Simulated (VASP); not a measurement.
VASP input:

**POSCAR**
```
P
1
    1.6811860261    -4.7377157914     0.0000000000
    1.6811860261     4.7377157914    -0.0000000000
    0.0000000000     0.0000000000     3.5786029194
P
4
Direct
  0.1150479855   0.8849520145   0.9522859206
  0.3849520145   0.6150479855   0.4522859206
  0.6150479855   0.3849520145   0.5477140794
  0.8849520145   0.1150479855   0.0477140794
```

**KPOINTS**
```
Automatic mesh
0
Gamma
10 10 9
0 0 0
```

### INCAR
```
NELM=100   ! most electronic steps
SIGMA=0.1   ! width (eV)
LREAL=.False.   ! projection in real space or not
PSTRESS=100
EDIFFG=-0.02
EDIFF=1E-6   ! SCF stop (eV)
SYSTEM=P
IBRION=2   ! conjugate gradients
ISMEAR=1
LASPH=.True.
ISIF=3
ALGO=Normal
ENCUT=500   ! plane-wave cut-off (eV)
PREC=Accurate
LCHARG=.False.
LWAVE=.False.
NSW=40   ! most ionic steps
```

POTCAR, in this order: P (LDA.64 set). Program: vasp_std.

**Question.** Translate this LDA calculation to Ansatz.

**Answer.** One equivalent input (not run):
Ansatz 0.2 input:
```yaml
crystal:
  lattice:
    - [1.6811860, -4.7377158, 0.0000000]
    - [1.6811860, 4.7377158, 0.0000000]
    - [0.0000000, 0.0000000, 3.5786029]
  atoms:
    - { symbol: P, position: [0.1150480, 0.8849520, 0.9522859] }
    - { symbol: P, position: [0.3849520, 0.6150480, 0.4522859] }
    - { symbol: P, position: [0.6150480, 0.3849520, 0.5477141] }
    - { symbol: P, position: [0.8849520, 0.1150480, 0.0477141] }
kpoints:
  mp_grid: { grid: [10, 10, 9] }
hamiltonian:
  xc: lda
  pseudopotentials: { kind: paw }
scf:
  occupations: { method: methfessel_paxton, width: 0.1 }
  max_iter: 100
relax:
  max_steps: 40
  f_tol: 0.02
  cell: { p_target: 10 }
output: { forces: true, stress: true, eigenvalues: true }
```
What does not carry over: each code has its own PAW files, so the cut-off isn't converted (ENCUT is set for VASP's; basis.ecutwfc is left out, and Ansatz then takes the one that its files recommend); Ansatz stops its SCF on the density residual and VASP on the energy change (EDIFF); Ansatz's lda is the Perdew-Wang form, while the LDA potentials of VASP carry Perdew-Zunger's.

The compound is P in the black structure. This run relaxes it under an external pressure of 10 GPa. Symmetry was kept, so distortions that lower it aren't found.
